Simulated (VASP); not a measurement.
Here is the system:

```yaml
crystal:
  lattice:
    - [0.00000, 2.82853, 2.82853]
    - [2.82853, 0.00000, 2.82853]
    - [2.82853, 2.82853, 0.00000]
  atoms:
    - { symbol: Rb, position: [0.00000, 0.00000, 0.00000] }
    - { symbol: Cl, position: [0.50000, 0.50000, 0.50000] }
```

Computed with LDA (Ceperley-Alder, Perdew-Zunger), VASP's LDA PAW potentials (set 64) (plane waves; VASP). Run with 500 eV cut-off, 8×8×8 Γ-centred mesh, Gaussian smearing of 0.050 eV, potentials Rb_sv Cl.

Task: Estimate the energy per atom (σ→0), pressure, band gap (on the k-mesh) with the smallest direct gap where there is one.

Result: 
| Property | Result |
|---|---|
| band gap (on the k-mesh) | 4.71 eV |
| smallest direct gap (on the k-mesh) | 4.71 eV |
| energy per atom (σ→0) | -309.2 kJ/mol of atoms |
| pressure | 19.92 GPa |

Only differences to runs with the same potentials and settings are physical.

The compound is RbCl in the rock salt structure. It was relaxed first under an external pressure of 20 GPa.
